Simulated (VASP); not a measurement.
A run of VASP 6.6.1:

Contents of INCAR:

```
ALGO     = Normal         # electronic algorithm
EDIFF    = 1E-6           # SCF threshold, eV
ENCUT    = 520            # plane-wave cutoff, eV
ISIF     = 2              # what is computed and relaxed
ISMEAR   = 0              # smearing method
ISPIN    = 2              # spin polarisation
LASPH    = True           # aspherical terms in the spheres
LCHARG   = True           # write CHGCAR
LDAU     = True           # DFT+U
LDAUJ    = 0 0          
LDAUL    = 3 -1           # shell
LDAUPRINT= 1            
LDAUTYPE = 2            
LDAUU    = 5 0            # U, eV
LELF     = True           # ELF
LMAXMIX  = 6              # l up to which the mixer works
LMIXTAU  = True         
LORBIT   = 11             # projections on sites
LREAL    = False          # projectors in reciprocal space
LVHAR    = True         
LWAVE    = False          # write WAVECAR
MAGMOM   = -0.57 0        # initial moments
METAGGA  = R2SCAN         # meta-GGA
NELM     = 150            # most SCF steps
PREC     = Accurate       # precision mode
SIGMA    = 0.05           # smearing width, eV
```

KPOINTS

```
k-points
0
Gamma
  9 9 9
```

The input POSCAR:

```
PmO
1.0
    1.2114095000      0.6994076000      3.8651574800
   -1.2114095000      0.6994076000      3.8651574800
    0.0000000000     -1.3988152000      3.8651574800
Pm O
1 1
Direct
    0.5000000000      0.5000000000      0.5000000000
    0.0000000000      0.0000000000      0.0000000000
```

Potentials or basis: VASP PAW PBE potentials, release 64 (Pm, O).

Launch:

```bash
$ cat potpaw_PBE.64/Pm/POTCAR potpaw_PBE.64/O/POTCAR > POTCAR
$ mpirun -np 1 vasp_std > vasp.out
```

Hardware: 1 thread of Intel(R) Xeon(R) Platinum 8259CL CPU @ 2.50GHz (Skylake/Cascade Lake) (shared host).

Task: Estimate the wall time of this run.

Result: Wall time 14 min on 1 thread of Intel(R) Xeon(R) Platinum 8259CL CPU @ 2.50GHz (Skylake/Cascade Lake) (shared host), peak memory 0.27 GiB. Counts: scf iterations 28, k points 85.
